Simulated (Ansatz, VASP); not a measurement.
# One calculation of ZrMo2C2, two programs

```
Zr Mo C
1.0
    -2.00644    2.00644    4.83912
     2.00644   -2.00644    4.83912
     2.00644    2.00644   -4.83912
Zr Mo C
1 2 2
Direct
  0.00000 0.00000 0.00000
  0.25000 0.75000 0.50000
  0.75000 0.25000 0.50000
  0.61600 0.61600 0.00000
  0.38400 0.38400 0.00000
```

Change from the starting cell: species swapped into the HoSi2Pd2 type (I4/mmm, No. 139).

Alike in both runs: task single point; functional PBE; k mesh 6 × 6 × 6; occupations gaussian, width 0.1 eV; no spin polarisation.

```csv
,VASP,Ansatz
version,VASP 6.6.1,Ansatz 0.2.0
potentials or method,"VASP PAW PBE potentials, release 64 (Zr_sv, Mo_sv, C)","scalar-relativistic, plane waves, PAW"
plane-wave cutoff (eV),520,420
valence electrons in the cell,48,48
```

Ansatz gave:

* gap on the k mesh at the Fermi level (eV): none
* rms of the force components (eV/Å): 0.480

**Question.** Which values does VASP return?

**Answer.** gap on the k mesh at the Fermi level (eV): none; rms of the force components (eV/Å): 0.474.

Atom by atom the forces differ by 0.006 eV/Å (rms over components). A gap of «none» marks a metal or a gap that the smearing closes.

Caveats: the k mesh is coarse (spacing up to 0.37 Å⁻¹), so the values aren't converged; forces of over 1 eV/Å show positions far from the minimum, so gaps and moduli don't describe the material at rest.
